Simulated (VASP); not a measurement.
Energy against volume of PbF2 (fluorite). Calculation: PW91 GGA, VASP's PBE PAW potentials (set 64) (plane waves; VASP). Run with 520 eV cut-off, 7×7×7 Γ-centred mesh, Gaussian smearing of 0.050 eV, potentials Pb_d F.

```tsv
V (Å³/atom)	E (eV/atom)
17.369	-4.82300
17.906	-4.82724
18.443	-4.82455
18.981	-4.81603
```

Task: Fit these four points and predict the energy of the run at 16.832 Å³/atom.

Result: A cubic in V^(−2/3), the third-order Birch-Murnaghan form, passes through the four points with V0 = 17.95 Å³/atom and B0 = 68 GPa, and gives -4.8105 eV/atom there. The run gave -4.8105 eV/atom, -0.0 meV/atom from the fit; all five points give B0 = 68 GPa.

The compound is PbF2 in the fluorite structure, the β form. It was relaxed first.
